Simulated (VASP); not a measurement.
Calculation: PBEsol GGA, VASP's PBE PAW potentials (set 64) (plane waves; VASP 6.6.1).

The input files of a VASP run:

**KPOINTS**
```
Automatic
0
G
  12 12 12
```

POSCAR:
```
YSi
5.7428440
  0.0000000000   0.5000000378   0.5000000378
  0.5000000378   0.0000000000   0.5000000378
  0.5000000378   0.5000000378   0.0000000000
Si Y
1 1
direct
  0.0000000000   1.0000000000   1.0000000000
  0.5000000000   0.5000000000   0.5000000000
```

### INCAR
```
ALGO = Normal
EDIFF = 1E-7
ENCUT = 400
GGA = PS
ISIF = 2
ISMEAR = -5
LASPH = .TRUE.
LCHARG = .TRUE.
LMAXMIX = 4
LORBIT = 11
LREAL = .FALSE.
LWAVE = .FALSE.
NEDOS = 601
NELM = 100
PREC = Accurate
SYSTEM = YSi
```

POTCAR, in this order: Si Y_sv (PBE.64 set). Program: vasp_std.

The run wrote:

File OSZICAR:
```
       N       E                     dE             d eps       ncg     rms          rms(c)
DAV:   1     0.300768616504E+02    0.30077E+02   -0.62132E+03  1608   0.964E+02
DAV:   2    -0.119472501932E+02   -0.42024E+02   -0.40432E+02  2060   0.189E+02
DAV:   3    -0.141015011680E+02   -0.21543E+01   -0.21300E+01  2355   0.325E+01
DAV:   4    -0.141872309436E+02   -0.85730E-01   -0.85677E-01  2302   0.536E+00
DAV:   5    -0.141898502346E+02   -0.26193E-02   -0.26185E-02  2105   0.743E-01    0.296E+01
DAV:   6    -0.136365706751E+02    0.55328E+00   -0.11669E+00  1834   0.660E+00    0.197E+01
DAV:   7    -0.135969574116E+02    0.39613E-01   -0.89099E-01  2015   0.566E+00    0.329E+00
DAV:   8    -0.135760865012E+02    0.20871E-01   -0.21729E-01  1799   0.319E+00    0.366E-01
DAV:   9    -0.135749887433E+02    0.10978E-02   -0.10076E-02  1941   0.709E-01    0.170E-01
DAV:  10    -0.135748941091E+02    0.94634E-04   -0.77327E-04  1970   0.257E-01    0.146E-01
DAV:  11    -0.135749055509E+02   -0.11442E-04   -0.60063E-05  2205   0.635E-02    0.351E-02
DAV:  12    -0.135749005650E+02    0.49860E-05   -0.98976E-06  1901   0.288E-02    0.541E-03
DAV:  13    -0.135749010865E+02   -0.52152E-06   -0.45413E-07  2016   0.663E-03    0.306E-03
DAV:  14    -0.135749011318E+02   -0.45305E-07   -0.72066E-08  1209   0.203E-03
   1 F= -.13574901E+02 E0= -.13574901E+02  d E =0.000000E+00
```

OUTCAR:
```
------------------------ aborting loop because EDIFF is reached ----------------------------------------
  FORCE on cell =-STRESS in cart. coord.  units (eV):
  Direction    XX          YY          ZZ          XY          YZ          ZX
  --------------------------------------------------------------------------------------
  Total       -0.0206659     -0.0206659     -0.0206659      0.0000000     -0.0000000     -0.0000000
  in kB       -0.6992670     -0.6992670     -0.6992670      0.0000000     -0.0000000     -0.0000000
  external PRESSURE =      -0.6992670 kB  Pullay stress =       0.0000000 kB
  volume of cell :       47.35
      direct lattice vectors                 reciprocal lattice vectors
     0.000000000  2.871422217  2.871422217    -0.174129739  0.174129739  0.174129739
     2.871422217  0.000000000  2.871422217     0.174129739 -0.174129739  0.174129739
     2.871422217  2.871422217  0.000000000     0.174129739  0.174129739 -0.174129739
 POSITION                                       TOTAL-FORCE (eV/Angst)
 -----------------------------------------------------------------------------------
      0.00000      0.00000      0.00000         0.000000      0.000000      0.000000
      2.87142      2.87142      2.87142        -0.000000     -0.000000     -0.000000
 -----------------------------------------------------------------------------------
    total drift:                                0.000000      0.000000      0.000000
  FREE ENERGIE OF THE ION-ELECTRON SYSTEM (eV)
  ---------------------------------------------------
  free  energy   TOTEN  =       -13.5749011318 eV

  energy  without entropy=      -13.5749011318  energy(sigma->0) =      -13.57490113

 total charge

# of ion       s       p       d       f       tot
--------------------------------------------------
    1        0.820   0.871   0.000   0.000   1.691
    2        2.191   6.350   1.084   0.024   9.649
--------------------------------------------------
tot          3.012   7.220   1.084   0.024  11.340
```
(Selected blocks of OUTCAR.)

For a metal the tetrahedron method with Blöchl corrections gives inexact stress and forces.

The structure was generated: YSi was put into the rocksalt type (Fm-3m), which need not be its known phase. It was relaxed first, which changed the volume by -15 %. The electron count is odd and the run is not spin-polarised, which forces a metal.
